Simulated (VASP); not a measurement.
# Sn2Pb with vdW-DF-cx: from relaxation to properties, part 3 of 7

What structure does Sn2Pb take at this level, and what are its properties? The cell is invented: it takes the structure of COD entry 8102994, BaSn2 (space group 164 there), with some of its atoms replaced by other elements, volume scaled by an estimate. It may not be a known or stable phase.

VASP 6.6.1, plane waves and PAW; the level of theory is named at each step.

Still holding for the runs below: The k-mesh is coarse for a metal.

So far. Step 3 (Full relaxation (vdW-DF-cx)): It ends with forces under 0.001 eV/Å and a pressure of -0.01 GPa. Step 4 (Second relaxation): It ends with forces under 0.001 eV/Å and a pressure of -0.01 GPa. The volume moved by only 0.06 %, so the volume is settled.

**5. Density, ELF and potential (vdW-DF-cx)**

Level of this step: vdW-DF-cx; plane waves and PAW (Pb_d, Sn_d); invented cell (VASP).

A single point on the relaxed cell gives a clean self-consistent state, with density, ELF and potential written out.

Contents of INCAR:

```
SYSTEM = Sn2Pb
PREC = Accurate
ENCUT = 400
EDIFF = 1E-06
NELM = 100
ISMEAR = 1
SIGMA = 0.2
LREAL = .FALSE.
ALGO = Normal
GGA = CX
AGGAC = 0
LUSE_VDW = .TRUE.
LASPH = .TRUE.
NBANDS = 27
LORBIT = 11
LWAVE = .FALSE.
LCHARG = .TRUE.
ISIF = 2
LELF = .TRUE.
LVHAR = .TRUE.
```

Contents of POSCAR:

```
Sn2Pb
1.0
    4.4849461670      0.0000000446      0.0000000000
   -2.2424725055      3.8840768012      0.0000000000
    0.0000000000      0.0000000000      5.1297456104
Pb Sn
1 2
Direct
    0.0000000000      0.0000000000      0.5000000000
    0.6666666700      0.3333333300      0.8632813417
    0.3333333300      0.6666666700      0.1367186583
```

Contents of KPOINTS:

```
Automatic mesh
0
Gamma
6 6 5
0 0 0
```

The projector-augmented-wave data sets are Pb_d and Sn_d (PBE family, release 64).

Command:

```console
mpirun -np 1 vasp_std
```

The log of the run:

```text
[... set-up lines as in an earlier step ...]
 entering main loop
       N       E                     dE             d eps       ncg     rms          rms(c)
DAV:   1     0.399634844405E+03    0.39963E+03   -0.18909E+04  1466   0.195E+03
DAV:   2     0.412808192461E+02   -0.35835E+03   -0.35368E+03  1469   0.476E+02
DAV:   3    -0.363889034842E+00   -0.41645E+02   -0.41165E+02  1720   0.177E+02
DAV:   4    -0.189179807290E+01   -0.15279E+01   -0.15244E+01  1704   0.391E+01
DAV:   5    -0.194590426568E+01   -0.54106E-01   -0.54101E-01  2082   0.718E+00    0.258E+00
DAV:   6    -0.187226503224E+01    0.73639E-01   -0.17486E-01  1771   0.376E+00    0.140E+00
DAV:   7    -0.186472419592E+01    0.75408E-02   -0.80920E-02  1725   0.236E+00    0.361E-01
DAV:   8    -0.186498004009E+01   -0.25584E-03   -0.13222E-02  1894   0.928E-01    0.110E-01
DAV:   9    -0.186505600124E+01   -0.75961E-04   -0.17794E-03  1784   0.328E-01    0.466E-02
DAV:  10    -0.186504561270E+01    0.10389E-04   -0.30334E-04  1651   0.144E-01    0.110E-02
DAV:  11    -0.186504910852E+01   -0.34958E-05   -0.47516E-05  1806   0.455E-02    0.570E-03
DAV:  12    -0.186504738524E+01    0.17233E-05   -0.44376E-06  1383   0.193E-02    0.130E-03
DAV:  13    -0.186504729295E+01    0.92298E-07   -0.42866E-07   846   0.593E-03
   1 F= -.18650473E+01 E0= -.18646512E+01  d E =-.118830E-02
```

Run time: 42 s. Hardware: 1 MPI rank of Intel Xeon 6975P-C (Granite Rapids), shared host; peak memory 0.4 GiB.

OUTCAR, selected parts (step 5):

```text
   ENCUT  =  400.0 eV  29.40 Ry    5.42 a.u.   7.31  7.31  8.37*2*pi/ulx,y,z

   NELECT =      42.0000    total number of electrons

 E-fermi :   6.8537

 k-point     1 :       0.0000    0.0000    0.0000
  band No.  band energies     occupation
    ...
     16      -4.2755      2.00000
     17       0.3556      2.00000
     18       1.9062      2.00000
     19       6.7828      1.56055
     20       6.7828      1.56054
     21       7.2325     -0.02220
     22       7.2325     -0.02220
     23       7.8280     -0.00000
     24       8.3770     -0.00000
     25      11.9412      0.00000
    ...

Total vdW correction in eV:      7.2889348

  Total       -0.0167505     -0.0167505      0.0229508     -0.0000000     -0.0000000      0.0000000
  in kB       -0.3003285     -0.3003284      0.4114984     -0.0000000     -0.0000000      0.0000000
  external PRESSURE =      -0.0630529 kB  Pullay stress =       0.0000000 kB

 POSITION                                       TOTAL-FORCE (eV/Angst)
 -----------------------------------------------------------------------------------
      0.00000      0.00000      2.56487         0.000000      0.000000      0.000000
      2.24247      1.29469      4.42841         0.000000      0.000000     -0.000741
      0.00000      2.58938      0.70133        -0.000000     -0.000000      0.000741
 -----------------------------------------------------------------------------------
    total drift:                               -0.000000      0.000000      0.000000

  FREE ENERGIE OF THE ION-ELECTRON SYSTEM (eV)
  ---------------------------------------------------
  free  energy   TOTEN  =        -1.8650472929 eV

  energy  without entropy=       -1.8638589934  energy(sigma->0) =       -1.86465119

Total vdW correction in eV:      7.2889241

[... 5 parts as in an earlier step ...]

[... 11 further parts left out ...]
```

Numbers from this step:

```
SCF cycles : 13
pressure   : -0.006305 GPa
```

Valence electrons inside each PAW sphere by angular momentum. Sphere charges, by row:

| atom | s (e) | p (e) | d (e) | tot (e) |
| --- | --- | --- | --- | --- |
| Pb1 | 1.373 | 0.76 | 9.813 | 11.95 |
| Sn2 | 1.217 | 1.075 | 9.968 | 12.26 |
| Sn3 | 1.217 | 1.075 | 9.968 | 12.26 |

Electrostatic potential energy in the ac plane at fractional y = 0.000, with atoms of Pb within 0.2 Å of it. With pseudopotentials it is smooth inside the atoms' cores, unlike the true potential.

Ten even steps from '0' (-83 eV) to '9' (3 eV), each cell a mean:
```
99999999999999
99999999999999
99999999999999
99999999999999
78999999999988
34799999999864
01489999999730
00379999999610
00389999999620
13689999999852
67899999999986
99999999999999
99999999999999
99999999999999
99999999999999
99999999999999
```
Columns run along a (4.5 Å; values clipped at the 3rd and 97th percentile), rows up along c (5.1 Å). Atoms in or near the plane, at fractional coordinates: Pb at (0.00, 0.50).

Valence density in the ac plane at fractional y = 0.000, with atoms of Pb within 0.2 Å of it. It is the smooth field of the valence electrons, not physical close to the nuclei.

Ten steps, logarithmic in the rise over the least value, from '0' (0.0 e/Å³) to '9' (7.7 e/Å³), each cell a mean:
```
00011223221000
00011222221000
11111222211111
22111122111122
44321111111234
76532111112457
98642100012578
99742100013589
98742100013579
87532110112467
55321111112345
32211111111223
11111222211111
00011222221100
00011223221000
00011223221000
```
Columns run along a (4.5 Å), rows up along c (5.1 Å). Atoms in or near the plane, at fractional coordinates: Pb at (0.00, 0.50).

ELF in the ac plane at fractional y = 0.000, with atoms of Pb within 0.2 Å of it. It is the smooth field of the valence electrons, not physical close to the nuclei.

Ten even steps from '_' (0.04) to '@' (0.55), each cell a mean:
```
____..--**%%@@@@@@##++::____
__....--**##########++::..__
--::::--++########**==--::::
++++====++**####**++======++
%%##**++==++****++====++**##
**##%%**============++##%%##
::--####++--::::::==++%%**::
##::**%%++--....::==**%%==::
::::####++--::..::==**%%++::
==**%%**++--------==++##%%++
%%%%##++====++++++====**##%%
**++++====********++====++**
==------++**######**==----==
......--++##########++::....
____..--**%%%%%%%%##++::..__
____..--**%%@@@@@@%%++::____
```
Columns run along a (4.5 Å), rows up along c (5.1 Å). Atoms in or near the plane, at fractional coordinates: Pb at (0.00, 0.50).

In this run the pressure is -0.01 GPa, small enough to go on.

**6. Band structure (vdW-DF-cx)**

Levels along the symmetry lines show where the bands peak and cross; KPOINTS_OPT computes them in the converged potential.

INCAR, as its differences from that of step 5:

```diff
@@ -13,8 +13,5 @@
 LASPH = .TRUE.
-NBANDS = 27
+NBANDS = 34
 LORBIT = 11
 LWAVE = .FALSE.
-LCHARG = .TRUE.
-ISIF = 2
-LELF = .TRUE.
-LVHAR = .TRUE.
+LCHARG = .FALSE.
```

POSCAR is that of step 5.

KPOINTS is that of step 5.

Contents of KPOINTS_OPT:

```
Line mode
16
Line-mode
Reciprocal
  0.00000000   0.00000000   0.00000000 GAMMA
  0.50000000   0.00000000   0.00000000 M

  0.50000000   0.00000000   0.00000000 M
  0.33333333   0.33333333   0.00000000 K

  0.33333333   0.33333333   0.00000000 K
  0.00000000   0.00000000   0.00000000 GAMMA

  0.00000000   0.00000000   0.00000000 GAMMA
  0.00000000   0.00000000   0.50000000 A

  0.00000000   0.00000000   0.50000000 A
  0.50000000   0.00000000   0.50000000 L

  0.50000000   0.00000000   0.50000000 L
  0.33333333   0.33333333   0.50000000 H

  0.33333333   0.33333333   0.50000000 H
  0.00000000   0.00000000   0.50000000 A

  0.50000000   0.00000000   0.50000000 L
  0.50000000   0.00000000   0.00000000 M

  0.33333333   0.33333333   0.00000000 K
  0.33333333   0.33333333   0.50000000 H
```

Command:

```console
mpirun -np 1 vasp_std
```

The log of the run:

```text
[... set-up lines as in an earlier step ...]
 entering main loop
       N       E                     dE             d eps       ncg     rms          rms(c)
DAV:   1     0.416020515820E+03    0.41602E+03   -0.17876E+04  1912   0.154E+03
DAV:   2     0.493930036166E+02   -0.36663E+03   -0.35576E+03  1836   0.422E+02
DAV:   3     0.142643392513E+00   -0.49250E+02   -0.48753E+02  2118   0.153E+02
DAV:   4    -0.186879470709E+01   -0.20114E+01   -0.20090E+01  2128   0.352E+01
DAV:   5    -0.194562143719E+01   -0.76827E-01   -0.76819E-01  2730   0.670E+00    0.258E+00
DAV:   6    -0.187240054628E+01    0.73221E-01   -0.14338E-01  2388   0.303E+00    0.142E+00
DAV:   7    -0.186464356691E+01    0.77570E-02   -0.65748E-02  2310   0.185E+00    0.361E-01
DAV:   8    -0.186490034615E+01   -0.25678E-03   -0.99557E-03  2396   0.712E-01    0.111E-01
DAV:   9    -0.186505605994E+01   -0.15571E-03   -0.10739E-03  2254   0.204E-01    0.498E-02
DAV:  10    -0.186504745082E+01    0.86091E-05   -0.21375E-04  2280   0.972E-02    0.136E-02
DAV:  11    -0.186504886628E+01   -0.14155E-05   -0.28981E-05  2448   0.297E-02    0.540E-03
DAV:  12    -0.186504743874E+01    0.14275E-05   -0.31184E-06  1900   0.134E-02    0.179E-03
DAV:  13    -0.186504723754E+01    0.20120E-06   -0.35835E-07  1222   0.504E-03
   1 F= -.18650472E+01 E0= -.18646513E+01  d E =-.118795E-02
 Start KPOINTS_OPT (optional k-point list driver)
k-point batch [1-27\144]
       N       E                     dE             ncg
DAV:   1     0.155474008419E+04   -0.17379E+05     1910
DAV:   2    -0.831449640386E+04   -0.98692E+04     1860
DAV:   3    -0.964390462937E+04   -0.13294E+04     2120
DAV:   4    -0.969774738136E+04   -0.53843E+02     2172
DAV:   5    -0.969980749058E+04   -0.20601E+01     2658
DAV:   6    -0.969986133718E+04   -0.53847E-01     2588
DAV:   7    -0.969986239431E+04   -0.10571E-02     2744
DAV:   8    -0.969986242404E+04   -0.29733E-04     2418
DAV:   9    -0.969986242465E+04   -0.61324E-06     1562
[...]
k-point batch [136-144\144]
       N       E                     dE             ncg
DAV:   1     0.192863612302E+05   -0.10263E+05      638
DAV:   2     0.159991189085E+05   -0.32872E+04      612
DAV:   3     0.155534127597E+05   -0.44571E+03      728
DAV:   4     0.155354718952E+05   -0.17941E+02      672
DAV:   5     0.155347768348E+05   -0.69506E+00      904
DAV:   6     0.155347607831E+05   -0.16052E-01      838
DAV:   7     0.155347604632E+05   -0.31987E-03      928
DAV:   8     0.155347604545E+05   -0.86780E-05      782
DAV:   9     0.155347604543E+05   -0.18747E-06      456
```

Wall time 1.9 min (1 MPI rank); peak memory 0.41 GiB.

Parts of OUTCAR (step 6):

```text
   k-points           NKPTS =     27   k-points in BZ     NKDIM =     27   number of bands    NBANDS=     34

   NELECT =      42.0000    total number of electrons

 E-fermi :   6.8538

 k-point     1 :       0.0000    0.0000    0.0000
  band No.  band energies     occupation
    ...
     16      -4.2755      2.00000
     17       0.3556      2.00000
     18       1.9062      2.00000
     19       6.7828      1.56087
     20       6.7828      1.56086
     21       7.2325     -0.02220
     22       7.2325     -0.02220
     23       7.8280     -0.00000
     24       8.3770     -0.00000
     25      11.9413      0.00000
    ...

Total vdW correction in eV:      7.2889315

  Total       -0.0187999     -0.0187999      0.0212186     -0.0000000     -0.0000000      0.0000000
  in kB       -0.3370740     -0.3370740      0.3804399     -0.0000001     -0.0000000      0.0000000
  external PRESSURE =      -0.0979027 kB  Pullay stress =       0.0000000 kB

 POSITION                                       TOTAL-FORCE (eV/Angst)
 -----------------------------------------------------------------------------------
      0.00000      0.00000      2.56487        -0.000000      0.000000      0.000000
      2.24247      1.29469      4.42841        -0.000000      0.000000     -0.000707
      0.00000      2.58938      0.70133         0.000000     -0.000000      0.000707
 -----------------------------------------------------------------------------------
    total drift:                               -0.000000      0.000000      0.000000

  FREE ENERGIE OF THE ION-ELECTRON SYSTEM (eV)
  ---------------------------------------------------
  free  energy   TOTEN  =        -1.8650472375 eV

  energy  without entropy=       -1.8638592860  energy(sigma->0) =       -1.86465125

Total vdW correction in eV:      7.2889207

[... 12 parts as in an earlier step ...]

[... 4 further parts left out ...]
```

Spin-orbit coupling is off here; with elements this heavy it splits and shifts levels by tenths of an eV or more.

This step gave:

| Property | Result |
| --- | --- |
| bands | 34 |
| pressure | -0.009790 GPa |

The electronic bands at the labelled points (eV, zero at the Fermi level; # counts the bands kept, so #1 is VASP's band 16):

| point | #3 | #4 | #5 | #6 | #7 | #8 | #9 | #10 |
| --- | --- | --- | --- | --- | --- | --- | --- | --- |
| Γ | -4.95 | -0.07 | -0.07 | 0.38 | 0.38 | 0.97 | 1.52 | 5.09 |
| 0.47 of the way | -5.02 | -2.54 | -1.67 | -0.89 | 2.38 | 2.45 | 3.08 | 4.41 |
| M | -5.21 | -2.44 | -1.74 | -1.33 | -0.79 | 2.75 | 3.33 | 3.95 |
| 0.47 of the way | -6.05 | -1.86 | -1.51 | -1.08 | -0.67 | 1.46 | 1.97 | 3.61 |
| K | -7.46 | -1.18 | -0.79 | -0.79 | -0.47 | 0.24 | 0.24 | 5.69 |
| 0.47 of the way | -5.49 | -2.50 | -2.40 | 0.24 | 0.72 | 2.00 | 2.44 | 4.63 |
| Γ | -4.95 | -0.07 | -0.07 | 0.38 | 0.38 | 0.97 | 1.52 | 5.09 |
| 0.47 of the way | -3.35 | -0.17 | -0.17 | 0.88 | 0.88 | 1.10 | 1.57 | 3.98 |
| A | -1.83 | -0.20 | -0.20 | 0.78 | 1.97 | 2.02 | 2.02 | 2.49 |
| 0.47 of the way | -4.23 | -2.04 | -0.69 | 0.27 | 0.44 | 0.60 | 2.48 | 4.91 |
| L | -6.80 | -4.41 | -1.17 | -0.28 | -0.24 | -0.03 | 5.30 | 6.22 |
| 0.47 of the way | -6.75 | -4.23 | -2.72 | -2.12 | 1.75 | 2.20 | 5.27 | 6.02 |
| H | -6.98 | -3.92 | -3.47 | -3.47 | 4.08 | 4.74 | 4.74 | 5.24 |
| 0.53 of the way | -4.58 | -2.04 | -1.83 | -1.08 | 1.39 | 2.40 | 2.92 | 2.97 |
| A | -1.83 | -0.20 | -0.20 | 0.78 | 1.97 | 2.02 | 2.02 | 2.49 |
| jump to L | -6.80 | -4.41 | -1.17 | -0.28 | -0.24 | -0.03 | 5.30 | 6.22 |
| 0.47 of the way | -6.01 | -3.54 | -1.98 | -1.19 | 1.14 | 1.31 | 2.48 | 4.57 |
| M | -5.21 | -2.44 | -1.74 | -1.33 | -0.79 | 2.75 | 3.33 | 3.95 |
| jump to K | -7.46 | -1.18 | -0.79 | -0.79 | -0.47 | 0.24 | 0.24 | 5.69 |
| 0.47 of the way | -7.27 | -2.92 | -2.42 | -2.42 | 1.78 | 2.34 | 2.34 | 6.06 |
| H | -6.98 | -3.92 | -3.47 | -3.47 | 4.08 | 4.74 | 4.74 | 5.24 |

Of the projections kept (Pb, Sn), the largest for each band there; the rest of the weight can lie on other orbitals:

| point | #3 | #4 | #5 | #6 | #7 | #8 | #9 | #10 |
| --- | --- | --- | --- | --- | --- | --- | --- | --- |
| Γ | Sn 0.87 | Sn 0.97 | Sn 0.97 | Pb 0.58 | Pb 0.58 | Sn 0.83 | Sn 0.71 | Sn 0.55 |
| M | Sn 0.75 | Sn 0.76 | Sn 0.68 | Sn 0.91 | Pb 0.56 | Sn 0.83 | Pb 0.58 | Sn 0.58 |
| K | Sn 0.95 | Sn 0.74 | Sn 0.84 | Sn 0.84 | Pb 0.67 | Sn 0.64 | Sn 0.64 | Sn 0.88 |
| Γ | Sn 0.87 | Sn 0.97 | Sn 0.97 | Pb 0.58 | Pb 0.58 | Sn 0.83 | Sn 0.71 | Sn 0.55 |
| A | Sn 0.72 | Sn 0.84 | Sn 0.84 | Sn 0.64 | Sn 0.83 | Pb 0.72 | Pb 0.72 | Sn 0.93 |
| L | Sn 0.93 | Sn 0.68 | Sn 0.97 | Pb 0.65 | Sn 0.63 | Sn 0.80 | Sn 0.54 | Sn 0.87 |

There is no gap at this level.

(Continued in part 4 of 7.)

[Lines on the potential files, build, host, timing and source positions are cut from VASP's logs without a mark.]

[Logs are printed without paths, hosts, clocks, repeated set-up lines and the standing remarks that a program may print on its own settings, such as how far it seeks lower states.]

[Hosts, paths, dates, database ids (printed as entryN), source tags and the programs' standing remarks are cut or masked in the printed files.]

[A measured line is paired with the nearest computed mode of its activity, which favours agreement.]
